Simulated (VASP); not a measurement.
Computed with PBE GGA with D3 dispersion (Becke-Johnson damping), VASP's PBE PAW potentials (set 64) (plane waves; VASP 6.6.1).

VASP ran on this input.

POSCAR:
```
PtAl2
1
    0.0000000000     2.9407061879     2.9407061879
    2.9407061879     0.0000000000     2.9407061879
    2.9407061879     2.9407061879     0.0000000000
Al Pt
2 1
Direct
  0.2500000000   0.2500000000   0.2500000000
  0.7500000000   0.7500000000   0.7500000000
  0.0000000000   0.0000000000   0.0000000000
```

INCAR:
```
! general
SYSTEM  = PtAl2
PREC    = Accurate
ENCUT   = 520   ! plane-wave cut-off (eV)
LREAL   = .False.
LASPH   = .True.

! electronic loop
EDIFF   = 1E-7   ! SCF stop (eV)
NELM    = 100   ! most electronic steps
ALGO    = Normal   ! blocked Davidson
LMAXMIX = 6   ! l cut-off of mixed one-centre charges

! smearing
ISMEAR  = -5

! functional
GGA     = PE
IVDW    = 12   ! D3, Becke-Johnson

! ions
ISIF    = 2   ! forces and stress, cell fixed

! output
LWAVE   = .False.
LCHARG  = .True.
LORBIT  = 11   ! lm-projected
NEDOS   = 601

! other
LEFG    = .True.
```

### KPOINTS
```
Automatic
0
gamma
 10 10 10
0 0 0
```

POTCAR, in this order: Al Pt (PBE.64 set). Program: vasp_std.

Q: What will the output report for the number of irreducible k-points (NKPTS), largest plane-wave count, number of space-group operations, FFT grid (NGX, NGY, NGZ)?

A: 
```yaml
number of irreducible k-points (NKPTS): 47
largest_plane_wave_count: 1387
number_of_space_group_operations: 48
FFT grid (NGX, NGY, NGZ): 32 × 32 × 32
```

The compound is PtAl2 in the fluorite structure. It was relaxed first.
